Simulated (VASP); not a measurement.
Here is the system:

```xyz
3
Lattice="2.2309 -3.8640 0.0000 2.2309 3.8640 0.0000 0.0000 0.0000 6.8161" Properties=species:S:1:pos:R:3 pbc="T T T"
Pb     0.0000     0.0000     0.0000
I      2.2309     1.2880     1.8707
I      2.2309    -1.2880     4.9454
```

Calculation: LDA (Ceperley-Alder, Perdew-Zunger), VASP's LDA PAW potentials (set 64) (plane waves; VASP 6.6.1). Run with 400 eV cut-off, 7×7×4 Γ-centred mesh, tetrahedra with Blöchl corrections, potentials Pb_d I.

The cores are frozen, which limits the accuracy of field gradients.

Question: Give the principal components of the electric field gradient (V/Å²) and the asymmetry η at each nucleus.

Answer: 
```tsv
atom	Vxx	Vyy	Vzz	η
Pb1	-6.1	-6.1	12.2	0.00
I2	-12.7	-12.7	25.5	0.00
I3	-12.7	-12.7	25.5	0.00
```

The compound is PbI2 in the 1T layered structure. It was relaxed first, which changed the volume by -7 %.
